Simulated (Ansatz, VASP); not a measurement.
## AgRu in two plane-wave programs

One calculation is typed for both programs; each brings its own data sets and cutoff. How far apart do they land? The cell is invented: As first built, before any earlier steps moved the atoms (in the runner's words): it takes the AgPd structure with some of its atoms replaced by other elements, volume scaled by an estimate. It may not be a known or stable phase. The cell is taken from a series of VASP runs on this material, whose earlier steps may have relaxed, scaled or displaced it; both programs get it as it stands.

Calculated with Ansatz 0.2.0; plane waves, with VASP 6.6.1 beside it; band structure at r2SCAN and band structure at r2SCAN, spin-orbit coupling.

### Step 1. Starting point

The structure is trigonal, space group R-3m (No. 166). The conventional cell has a = 2.726 Å, b = 2.726 Å, c = 14.159 Å, α = 90.00°, β = 90.00°, γ = 120.00°. Nearest to Ag lie 6 Ag at 2.73 Å and 6 Ru at 2.84 Å. Ru has 6 Ru at 2.73 Å and 6 Ag at 2.84 Å nearest. As first built, before any earlier steps moved the atoms (in the runner's words): sites of the AgPd structure (space group 166) filled with other elements, volume scaled by an estimate. Farther neighbours are not listed.

### Step 2. Ansatz: band structure, r2SCAN

Ansatz runs on its default PAW (the set named soft_2) files.

With cell and atoms fixed, the geometry can't cause a difference; cores, projectors, grids and the points listed under the comparison can.

Input file input.yaml:

```yaml
crystal:
  lattice:
    - [1.3629023282, 0.7868723539, 4.7198130342]
    - [-1.3629023282, 0.7868723539, 4.7198130342]
    - [0.0, -1.5737436974, 4.7198130286]
  atoms:
    - { symbol: Ag, position: [0.0, 0.0, 0.0] }
    - { symbol: Ru, position: [0.5, 0.5, 0.5] }
hamiltonian:
  xc: r2scan
  pseudopotentials: { kind: paw }
kpoints:
  mp_grid: { grid: [8, 8, 8] }
  band_path:
    path:
      - [0.0, 0.0, 0.0]
      - [0.13333, 0.0, 0.0]
      - [0.3, 0.0, 0.0]
      - [0.46667, 0.0, 0.0]
      - [0.5, 0.03704, -0.03704]
      - [0.5, 0.09877, -0.09877]
      - [0.5, 0.1605, -0.1605]
      - [0.77283, 0.5, 0.22717]
      - [0.6679, 0.5, 0.3321]
      - [0.56296, 0.5, 0.43704]
      - [0.46667, 0.46667, 0.46667]
      - [0.3, 0.3, 0.3]
      - [0.13333, 0.13333, 0.13333]
      - [0.0, 0.0, 0.0]
      - [0.1142, 0.0, -0.1142]
      - [0.20556, 0.0, -0.20556]
      - [0.31976, 0.0, -0.31976]
      - [0.62592, 0.37408, 0.0]
      - [0.57345, 0.42655, 0.0]
      - [0.52099, 0.47901, 0.0]
      - [0.52099, 0.52099, 0.02469]
      - [0.57345, 0.57345, 0.08642]
      - [0.62592, 0.62592, 0.14816]
      - [0.64691, 0.64691, 0.20618]
      - [0.59444, 0.59444, 0.31112]
      - [0.54197, 0.54197, 0.41605]
      - [0.5, 0.0, 0.0]
      - [0.60493, 0.1142, 0.1142]
      - [0.70987, 0.2284, 0.2284]
      - [0.8148, 0.3426, 0.3426]
    npoints: 1
scf:
  occupations: { method: methfessel_paxton, width: 0.2 }
  n_extra_bands: 7
output:
  forces: true
  stress: true
  eigenvalues: true
```

Run with:

```console
> ansatz run input.yaml --threads 2 --pin off --max-ram 4608MiB --backend cpu --events-out ev --progress --plain --runs-dir out
```

Numbers of over 12 decimals in the logs are rounded to 6 here.

The program printed:

```text
basis.fft_grid_basis auto: the FFT boxes are laid along the combinations [[1, 0, -1], [0, 1, -1], [0, 0, 1]] of the cell's own vectors, 2.726, 2.726 and 4.975 Å long. The dense box has 20×20×40 points. Along the cell's own vectors, as sized, it would have 40×40×40, 4.00 times as many. Of the 12 symmetry operations that the crystal satisfies within crystal.symmetry.tolerance (time reversal apart; of a slab, those that [...]
scf.n_extra_bands = 7 over 18 filled bands (N_el = 35.0): the run solves 25 bands
Engine: ansatz 0.2.0, aarch64-unknown-linux-gnu
Pseudopotentials: kind: paw
Pseudopotential: Ag, paw, valence charge 19, recommended cutoff 500 eV (meta_gga), Ag.paw.azcp
Pseudopotential: Ru, paw, valence charge 16, recommended cutoff 500 eV (meta_gga), Ru.paw.azcp
Functional definition: r2SCAN
  parameter k0 = 0.174
  parameter k1 = 0.065
  parameter a1 = 4.9479
  exchange = r2scan_x(k0 = k0, k1 = k1, a1 = a1)
  correlation = r2scan_c
Crystal: 2 atoms, lattice volume = 30.370 Å³
Basis set: ecut = 500 eV, 767 PW (Γ), FFT grids on a1−a3, a2−a3, a3, exchange–correlation on 80×80×160 points (64 copies of the dense FFT grid, shifted against one another)
Bands: 25, of which v1, the nominal top of the filled ones, is band 18 counted from 1 (17 counted from 0)
Symmetry: 12 space group operations
Space group: R-3m (ITA 166), of the structure as read, at distance tolerance 3.1e-5 Å
k-points: 65 of 512
Non-local potential: Ag, projectors of the file, l = 0: 3, l = 1: 2, l = 2: 2, l = 3: 1
Non-local potential: Ru, projectors of the file, l = 0: 3, l = 1: 2, l = 2: 2, l = 3: 1
PAW form: soft (Blöchl's): semilocal exchange-correlation on the pseudo side does not see the compensation charge
PAW frozen core: Ag, regenerated for the run's functional (the file was generated under x = pbe(κ = 0.804, μ = 0.219515), c = pbe(β = 0.066725))
PAW frozen core: Ru, regenerated for the run's functional (the file was generated under x = pbe(κ = 0.804, μ = 0.219515), c = pbe(β = 0.066725))
PAW one-centre angular grid: Ag, 590 points (default); XC on 160 Gauss nodes
PAW one-centre angular grid: Ru, 590 points (default); XC on 160 Gauss nodes
Initial density: superposition of atomic densities (neutral atoms: chi_scale 0, normalization atom), corrected by the library's trained network
Initial wavefunctions: pseudopotential atomic-orbital guess
Functional: x = r2scan, c = r2scan; τ floored in thin density (d = 2e-4 eV/Å³)
SCF iter   1: F=—  HF=-13493.417357 eV  |F-HF|=—  |Δ(HF+E_count)|=         —  Δρ=1.11e-2  dr2=2.02e-2  dr2_τ=5.86e-3  ethr=1.77e-3  ⟨swp⟩=4.6  Hψ=6340  notcnv=0  defer=7
preconditioner: auto → Kerker (q_TF=auto, 2.794 Å⁻¹)  [metal: Δε(μ)=0.022 eV  Ē_g=13.545 eV  σ=0.200 eV  W_gap=0.09  n_scr=10 (ndim 8)  ℏωp=29.4 eV  f_vac=0.000  D(μ)=3.16/eV (n_scr^D=36)]
SCF iter   2: F=—  HF=-13493.424401 eV  |F-HF|=—  |Δ(HF+E_count)|=   7.04e-3  S|Δr|=    0.00e0  Δρ=6.28e-3  dr2=5.30e-3  dr2_τ=5.03e-4  ethr=5.77e-5  ⟨swp⟩=2.5  Hψ=2948  notcnv=0  defer=9
SCF iter   3: F=—  HF=-13493.424822 eV  |F-HF|=—  |Δ(HF+E_count)|=   4.21e-4  S|Δr|=    0.00e0  Δρ=1.90e-3  dr2=8.06e-4  dr2_τ=1.23e-4  ethr=1.51e-5  ⟨swp⟩=1.4  Hψ=1800  notcnv=0  defer=9
SCF iter   4: F=—  HF=-13493.424915 eV  |F-HF|=—  |Δ(HF+E_count)|=   9.29e-5  S|Δr|=    0.00e0  Δρ=3.80e-4  dr2=2.97e-5  dr2_τ=4.47e-6  ethr=2.30e-6  ⟨swp⟩=2.3  Hψ=1989  notcnv=0  defer=9
SCF iter   5: F=—  HF=-13493.424945 eV  |F-HF|=—  |Δ(HF+E_count)|=   3.00e-5  S|Δr|=    0.00e0  Δρ=1.43e-4  dr2=4.59e-6  dr2_τ=2.18e-7  ethr=8.48e-8  ⟨swp⟩=2.4  Hψ=2387  notcnv=0  defer=9
SCF iter   6: F=—  HF=-13493.424952 eV  |F-HF|=—  |Δ(HF+E_count)|=   7.03e-6  S|Δr|=    0.00e0  Δρ=4.25e-5  dr2=2.65e-7  dr2_τ=3.22e-8  ethr=1.31e-8  ⟨swp⟩=2.0  Hψ=2133  notcnv=0  defer=9
SCF iter   7: F=-13493.424952 eV  HF=-13493.424952 eV  |F-HF|=5.24e-8  |Δ(HF+E_count)|=   7.06e-7  S|Δr|=    0.00e0  Δρ=1.47e-5  dr2=2.77e-8  dr2_τ=2.30e-9  ethr=2.86e-10  ⟨swp⟩=8.7  Hψ=7661  notcnv=0
SCF 1 converged in 7 iterations: F = -13493.424952 eV  dr2 = 2.77e-8
  greatest PAW one-centre occupation: 1.000 electrons in one spin orbital (limit 2), on the Ag atom at site 0 (counted from 0), in its partial waves of l = 1
NSCF: frozen V_eff on 30 k-points
SCF converged after 7 iterations
Stability not checked: this state was not tested for a lower state beside it, because cold or Methfessel-Paxton smearing, or corrected tetrahedra, fill the levels in a way that the test cannot read (fill_not_monotonic; see scf.lower_state_search)
Free energy (F): -13493.424952 eV
Harris-Foulkes:  -13493.424952 eV  (|F-HF|=5.24e-8)
Internal energy: -13493.425955 eV  (E = F + TS)
E sigma→0 (E₀):  -13493.425203 eV
Entropy (-TS):   0.001003 eV (0.501 meV/atom)
Fermi energy:    20.022379 eV
--- Per-component energies (eV) ---
  E_band       = -318.240790
  E_kinetic    = 1041.734376
  E_local      = -3446.826978  (includes V_loc(G=0)·N_el)
  E_nonlocal   = 425.106543
  E_hartree    = 1403.999133
  E_xc         = -362.219662
  E_vxc        = -529.065702  (∫ρ·V_xc dr)
  E_paw        = -7400.851789  (= ΣΔE_a)
  E_vpaw       = -654.842062  (= ΣTr[D̂ρ^β])
  E_aug_tail   = 0.000155  (compensation charges beyond the density's cutoff)
  E_vtau       = 37.656854  (kinetic-family band-sum trace: ∫τ·v_τ [+ j·A + Jᵃ·Aᵃ] dr)
  E_ewald      = -5153.547467
  E_core_change = -0.820266  (= ΣΔE_core)
  E_smearing   = 0.001003  (= −TS)
  E_closure    = -0.000000  (closes the sum)
  Σ components = -13493.424952   (vs F -13493.424952, Δ=0.00e0)
--- Forces (eV/Å), atoms counted from 1 ---
  atom   1  Ag    -0.00000000     0.00000000     0.00000000
  atom   2  Ru     0.00000000     0.00000000     0.00000000
  max |Σ_I F_I| component: 3.37e-29 eV/Å
--- Stress (GPa, compression-positive) ---
       -0.188841       0.000000      -0.000000
        0.000000      -0.188841       0.000000
        0.000000       0.000000       0.013972
  P = ⅓ Tr σ = -0.1212 GPa (-1.212 kbar)
--- Band table (eV; the first three rows and the last of 65) ---
  k-point 0: bands = [... 14 lower, 16.1605, 18.4712, 18.4712, 19.7994, 20.7212, 20.7212, 26.2851, 35.9576, ... 3 higher]
  k-point 1: bands = [... 14 lower, 16.4574, 18.0883, 18.7393, 18.8818, 20.5711, 22.3469, 26.4080, 36.4060, ... 3 higher]
  k-point 2: bands = [... 14 lower, 16.5318, 17.6090, 18.4123, 20.0216, 20.2118, 24.2401, 27.3521, 33.0937, ... 3 higher]
  k-point 64: bands = [... 14 lower, 16.2101, 17.0565, 18.2689, 18.2689, 20.4805, 20.4805, 32.1411, 33.8507, ... 3 higher]
```

It took 4.5 s on 2 threads of Arm Neoverse V2, shared host; peak memory 0.4 GiB; 8.2 s of CPU time.

### Step 3. VASP: band structure, r2SCAN

The same cell, functional, mesh and smearing now go to VASP, with its own data sets and cutoff.

Lines of VASP's logs that name or quote its potential files are left out, and so is its time.

Input file INCAR:

```
SYSTEM = AgRu
PREC = Accurate
ENCUT = 400
EDIFF = 1E-06
NELM = 100
ISMEAR = 1
SIGMA = 0.2
LREAL = .FALSE.
ALGO = Normal
METAGGA = R2SCAN
LASPH = .TRUE.
NBANDS = 24
LORBIT = 11
LWAVE = .FALSE.
LCHARG = .FALSE.
```

Input file POSCAR:

```
AgRu
1.0
    1.3629023282      0.7868723539      4.7198130342
   -1.3629023282      0.7868723539      4.7198130342
    0.0000000000     -1.5737436974      4.7198130286
Ag Ru
1 1
Direct
    0.0000000000      0.0000000000      0.0000000000
    0.5000000000      0.5000000000      0.5000000000
```

Input file KPOINTS:

```
Automatic mesh
0
Gamma
8 8 8
0 0 0
```

Input file KPOINTS_OPT:

```
Line mode
16
Line-mode
Reciprocal
  0.00000000   0.00000000   0.00000000 GAMMA
  0.50000000   0.00000000   0.00000000 L

  0.50000000   0.00000000   0.00000000 L
  0.50000000   0.18519632  -0.18519632 B1

  0.81480368   0.50000000   0.18519632 B
  0.50000000   0.50000000   0.50000000 Z

  0.50000000   0.50000000   0.50000000 Z
  0.00000000   0.00000000   0.00000000 GAMMA

  0.00000000   0.00000000   0.00000000 GAMMA
  0.34259816   0.00000000  -0.34259816 X

  0.65740184   0.34259816   0.00000000 Q
  0.50000000   0.50000000   0.00000000 F

  0.50000000   0.50000000   0.00000000 F
  0.65740184   0.65740184   0.18519632 P1

  0.65740184   0.65740184   0.18519632 P1
  0.50000000   0.50000000   0.50000000 Z

  0.50000000   0.00000000   0.00000000 L
  0.81480368   0.34259816   0.34259816 P
```

The projector-augmented-wave data sets are Ag and Ru_pv (PBE family, release 64).

Run with:

```console
> mpirun -np 1 vasp_std
```

The program printed:

```text
[banner, memory and clock lines left out]
running    1 mpi-ranks, on    1 nodes
 distrk:  each k-point on    1 cores,    1 groups
 distr:  one band on    1 cores,    1 groups

 POSCAR found type information on POSCAR AgRu
 POSCAR found :  2 types and       2 ions
|                                                                             |
|               ----> ADVICE to this user running VASP <----                  |
|                                                                             |
|     You enforced a specific xc type in the INCAR file but a different       |
|     [... a line on the potential file left out ...]
|     I HOPE YOU KNOW WHAT YOU ARE DOING!                                     |
|                                                                             |

 LDA part: xc-table for (None), standard interpolation
 POSCAR, INCAR and KPOINTS ok, starting setup
 FFT: planning ... GRIDC
 FFT: planning ... GRID_SOFT
 FFT: planning ... GRID
 WAVECAR not read
 entering main loop
       N       E                     dE             d eps       ncg     rms          rms(c)
DAV:   1     0.140208540455E+03    0.14021E+03   -0.11917E+04  3200   0.883E+02
DAV:   2    -0.503849295715E+02   -0.19059E+03   -0.18407E+03  3736   0.287E+02
DAV:   3    -0.544049240165E+02   -0.40200E+01   -0.40034E+01  3464   0.458E+01
DAV:   4    -0.544242449035E+02   -0.19321E-01   -0.19319E-01  3416   0.328E+00
DAV:   5    -0.544244735919E+02   -0.22869E-03   -0.22869E-03  3688   0.348E-01    0.147E+01
DAV:   6    -0.456379850331E+02    0.87865E+01   -0.10071E+01  3416   0.308E+01    0.803E+00
DAV:   7    -0.455797394238E+02    0.58246E-01   -0.52624E-01  3264   0.750E+00    0.308E+00
DAV:   8    -0.455713829095E+02    0.83565E-02   -0.95807E-02  3368   0.220E+00    0.188E+00
DAV:   9    -0.455688815245E+02    0.25014E-02   -0.26404E-02  3480   0.148E+00    0.269E-01
DAV:  10    -0.455689004909E+02   -0.18966E-04   -0.34262E-03  3536   0.569E-01    0.674E-02
DAV:  11    -0.455689470063E+02   -0.46515E-04   -0.30877E-04  3448   0.131E-01    0.467E-02
DAV:  12    -0.455689547316E+02   -0.77254E-05   -0.55437E-05  3504   0.658E-02    0.796E-03
DAV:  13    -0.455689550174E+02   -0.28572E-06   -0.43658E-06  3544   0.143E-02
   1 F= -.45568955E+02 E0= -.45569273E+02  d E =0.952795E-03
 Start KPOINTS_OPT (optional k-point list driver)
k-point batch [1-65\144]
       N       E                     dE             ncg
DAV:   1     0.701452862200E+04   -0.30293E+05     3152
DAV:   2    -0.539289420674E+04   -0.12407E+05     3848
DAV:   3    -0.566575692381E+04   -0.27286E+03     3536
DAV:   4    -0.566723688576E+04   -0.14800E+01     3416
DAV:   5    -0.566725950082E+04   -0.22615E-01     3536
DAV:   6    -0.566725998213E+04   -0.48131E-03     3608
DAV:   7    -0.566725999362E+04   -0.11492E-04     3448
DAV:   8    -0.566725999392E+04   -0.30623E-06     2224
[...]
k-point batch [131-144\144]
       N       E                     dE             ncg
DAV:   1     0.461900412444E+05   -0.12123E+05      672
DAV:   2     0.435159186451E+05   -0.26741E+04      808
DAV:   3     0.434605232827E+05   -0.55395E+02      720
DAV:   4     0.434602286449E+05   -0.29464E+00      760
DAV:   5     0.434602239455E+05   -0.46994E-02      728
DAV:   6     0.434602238355E+05   -0.11007E-03      832
DAV:   7     0.434602238326E+05   -0.28678E-05      688
DAV:   8     0.434602238325E+05   -0.70955E-07      480
```

OUTCAR, selected parts (step 3):

```text
ion  position               nearest neighbor table
   1  0.000  0.000  0.000-   2 2.84   2 2.84   2 2.84   2 2.84   2 2.84   2 2.84
   2  0.500  0.500  0.500-   1 2.84   1 2.84   1 2.84   1 2.84   1 2.84   1 2.84

  LATTYP: Found a trigonal (rhomboedric) cell.
 ALAT       =     4.9752694334
 COS(alpha) =     0.8499188114

 Subroutine GETGRP returns: Found 12 space group operations
 (whereof 12 operations were pure point group operations)

The static configuration has the point symmetry D_3d.

 Found     65 irreducible k-points:

   k-points           NKPTS =     65   k-points in BZ     NKDIM =     65   number of bands    NBANDS=     24

   dimension x,y,z NGX =    32 NGY =   32 NGZ =   32
   dimension x,y,z NGXF=    64 NGYF=   64 NGZF=   64

   ENCUT  =  400.0 eV  29.40 Ry    5.42 a.u.   8.11  8.11  8.11*2*pi/ulx,y,z

   NELECT =      25.0000    total number of electrons

 k-points in reciprocal lattice and weights: Automatic mesh
   0.00000000  0.00000000  0.00000000       0.002
   0.12500000  0.00000000 -0.00000000       0.012
   0.25000000  0.00000000 -0.00000000       0.012
   0.37500000  0.00000000 -0.00000000       0.012
   0.50000000  0.00000000 -0.00000000       0.006
   0.12500000  0.12500000 -0.00000000       0.012
   0.25000000  0.12500000 -0.00000000       0.023
   0.37500000  0.12500000 -0.00000000       0.023
   0.50000000  0.12500000 -0.00000000       0.023
[...]
-0.37500000  0.50000000  0.37500000       0.012
   0.50000000  0.50000000  0.50000000       0.002

 average (electrostatic) potential at core
       1 -74.0900       2 -74.3064

 E-fermi :  10.2448

 k-point     1 :       0.0000    0.0000    0.0000
  band No.  band energies     occupation
    ...
      9       6.2448      2.00000
     10       6.3773      2.00000
     11       8.6926      2.00000
     12       8.6926      2.00000
     13      10.0075      2.07045
     14      10.9459     -0.00001
     15      10.9459     -0.00001
     16      16.4972      0.00000
     17      19.3447      0.00000
     18      26.4212      0.00000
    ...

 k-point     2 :       0.1250    0.0000   -0.0000
  band No.  band energies     occupation
    ...
      9       6.2245      2.00000
     10       6.6739      2.00000
     11       8.3074      2.00000
     12       8.9574      2.00000
     13       9.1033      2.00000
     14      10.7958     -0.00069
     15      12.5627     -0.00000
     16      16.6207      0.00000
     17      19.3448      0.00000
     18      26.8128      0.00000
    ...

 k-point     3 :       0.2500    0.0000   -0.0000
  band No.  band energies     occupation
    ...
      9       6.1760      2.00000
     10       6.7480      2.00000
     11       7.8273      2.00000
     12       8.6319      2.00000
     13      10.2440      1.00744
     14      10.4362     -0.04006
     15      14.4538      0.00000
     16      17.5631      0.00000
     17      19.3449      0.00000
     18      23.3370      0.00000
    ...

  Total       -0.0000329     -0.0000329     -0.0052338     -0.0000000     -0.0000000      0.0000000
  in kB       -0.0017375     -0.0017375     -0.2761100     -0.0000000     -0.0000000      0.0000000
  external PRESSURE =      -0.0931950 kB  Pullay stress =       0.0000000 kB

  energy-cutoff  :      400.00
  volume of cell :       30.37
      direct lattice vectors                 reciprocal lattice vectors
     1.362902328  0.786872354  4.719813034     0.366864147  0.211809116  0.070624251
    -1.362902328  0.786872354  4.719813034    -0.366864147  0.211809116  0.070624251
     0.000000000 -1.573743697  4.719813029     0.000000000 -0.423618233  0.070624297

 POSITION                                       TOTAL-FORCE (eV/Angst)
 -----------------------------------------------------------------------------------
      0.00000      0.00000      0.00000         0.000000      0.000000      0.000000
      0.00000      0.00000      7.07972        -0.000000     -0.000000     -0.000000
 -----------------------------------------------------------------------------------
    total drift:                               -0.000000      0.000000      0.000000

  FREE ENERGIE OF THE ION-ELECTRON SYSTEM (eV)
  ---------------------------------------------------
  free  energy   TOTEN  =       -45.5689550174 eV

  energy  without entropy=      -45.5699078127  energy(sigma->0) =      -45.56927262

 total charge
# of ion       s       p       d       tot
------------------------------------------
    1        0.484   0.436   9.145  10.065
    2        0.356   6.204   5.948  12.508
--------------------------------------------------
tot          0.840   6.640  15.093  22.573

[... 3 further parts left out ...]
```

Spin-orbit coupling is off here; it would split degenerate levels.

### Step 4. Comparison

Known differences besides the potentials themselves: VASP keeps PBE cores, Ansatz makes them for the functional; the data sets hold 35 valence electrons in Ansatz (default PAW (the set named soft_2) files) and 25 in VASP; the cutoff is 500 eV in Ansatz and 400 eV in VASP. Total energies have different zeros and are not compared.

Both answers:

```csv
quantity,Ansatz,VASP,difference
pressure (GPa),-0.12,-0.01,-0.11
pressure without Ansatz's Pulay correction (GPa),-0.24,-0.01,-0.23
```

Levels from 3 eV below to 2 eV above the Fermi level differ by 6 meV r.m.s. and 15 meV at most; each VASP level is matched to the nearest of Ansatz, which flatters the figure a little. Ansatz's pressure holds a Pulay correction of 0.11 GPa; VASP's holds none.

(Continued in part 2 of 2.)

[Lines on the potential files, build, host, timing and source positions are cut from VASP's logs without a mark.]

[Logs are printed without paths, hosts, clocks, repeated set-up lines and the standing remarks that a program may print on its own settings, such as how far it seeks lower states.]

[Hosts, paths, dates, database ids (printed as entryN), source tags and the programs' standing remarks are cut or masked in the printed files.]
